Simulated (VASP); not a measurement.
Crystal: AlN.

```xyz
32
Lattice="6.2563 0.0000 0.0000 -3.1282 5.4181 0.0000 0.0000 0.0000 10.0310" Properties=species:S:1:pos:R:3 pbc="T T T"
Al    0.0000    1.8060    0.0000
Al    0.0000    1.8060    5.0155
Al   -1.5641    4.5151    0.0000
Al   -1.5641    4.5151    5.0155
Al    3.1282    1.8060    0.0000
Al    3.1282    1.8060    5.0155
Al    1.5641    4.5151    0.0000
Al    1.5641    4.5151    5.0155
Al    1.5641    0.9030    2.5077
Al    1.5641    0.9030    7.5232
Al    0.0000    3.6121    2.5077
Al    0.0000    3.6121    7.5232
Al    4.6922    0.9030    2.5077
Al    4.6922    0.9030    7.5232
Al    3.1282    3.6121    2.5077
Al    3.1282    3.6121    7.5232
N     0.0000    1.8060    1.9137
N     0.0000    1.8060    6.9292
N    -1.5641    4.5151    1.9137
N    -1.5641    4.5151    6.9292
N     3.1282    1.8060    1.9137
N     3.1282    1.8060    6.9292
N     1.5641    4.5151    1.9137
N     1.5641    4.5151    6.9292
N     1.5641    0.9030    4.4214
N     1.5641    0.9030    9.4369
N     0.0000    3.6121    4.4214
N     0.0000    3.6121    9.4369
N     4.6922    0.9030    4.4214
N     4.6922    0.9030    9.4369
N     3.1282    3.6121    4.4214
N     3.1282    3.6121    9.4369
```

The cell was built by a generator and needn't be a form met in nature.

```yaml
Program: VASP 6.6.1
Task: phonon dispersion
Functional: PBE
Potentials_or_basis: VASP PAW PBE potentials, release 64 (Al, N)
Cutoff: 520 eV
k_mesh: 3 × 3 × 2
Occupations: gaussian, width 0.05 eV
Spin: no spin polarisation
Supercell_matrix: "[2, 0, 0, 0, 2, 0, 0, 0, 2]"
Further_INCAR_settings: LREAL = Auto; ALGO = Normal; EDIFF = 1e-07; IBRION = 6; POTIM = 0.015; NSW = 1
```

**Question.** Is this structure dynamically stable at this level, and how far does the spectrum reach?

**Answer.** Yes, as far as this q mesh shows: no mode on the path is imaginary. The highest frequency is 815 cm⁻¹.

Phonon frequencies at the corners of the path (cm⁻¹, interpolated; i marks imaginary ones):
| point | frequencies |
| --- | --- |
| Γ | 0 0 0 239 239 537 597 640 640 652 652 708 |
| M | 226 301 338 395 493 509 620 640 656 658 712 732 |
| K | 345 345 359 460 463 463 627 627 679 679 700 703 |
| A | 176 176 176 176 343 343 645 645 645 645 805 805 |
| L | 269 269 295 295 557 557 648 648 655 655 710 710 |
| H | 227 227 432 432 540 540 615 615 679 679 689 689 |

A q mesh this small can miss soft modes between its points.

Caveat: the k mesh is coarse (spacing up to 0.39 Å⁻¹), so the values aren't converged; the long-range dipole term is left out, so LO-TO splitting is missing.
